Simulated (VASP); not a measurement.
Given:

```
KBr
1.0
    0.00000     3.27363     3.27363
    3.27363     0.00000     3.27363
    3.27363     3.27363     0.00000
K Br
1 1
Cartesian
  0.00000   0.00000   0.00000
  3.27363   3.27363   3.27363
```

Calculation: r2SCAN+rVV10, VASP's PBE PAW potentials (set 64) (plane waves; VASP). Numerical set-up: 520 eV cut-off, 8×8×8 Γ-centred mesh, tetrahedra with Blöchl corrections, potentials K_sv Br.

Q: Give the energies of bands 6 to 11 at the high-symmetry points, in eV from the valence-band maximum.

A: 
| band | Γ | X | U | L | W |
|---|---|---|---|---|---|
| 6 | 0.00 | -0.86 | -0.74 | -1.23 | -0.62 |
| 7 | 0.00 | -0.30 | -0.67 | -0.35 | -0.62 |
| 8 | 0.00 | -0.30 | -0.35 | -0.35 | -0.56 |
| 9 | 5.04 | 6.24 | 7.03 | 7.08 | 7.88 |
| 10 | 8.19 | 8.06 | 9.04 | 8.88 | 7.88 |
| 11 | 8.19 | 10.16 | 9.06 | 10.57 | 9.18 |

The gap is direct, 5.05 eV, from the valence maximum at Γ to the conduction minimum at Γ.

Measured: gap 7.40 eV (computed value off by -2.35 eV), as given by Aguado et al., (1998), arXiv:cond-mat/9809176.

The compound is KBr in the rock salt structure. It was relaxed first.
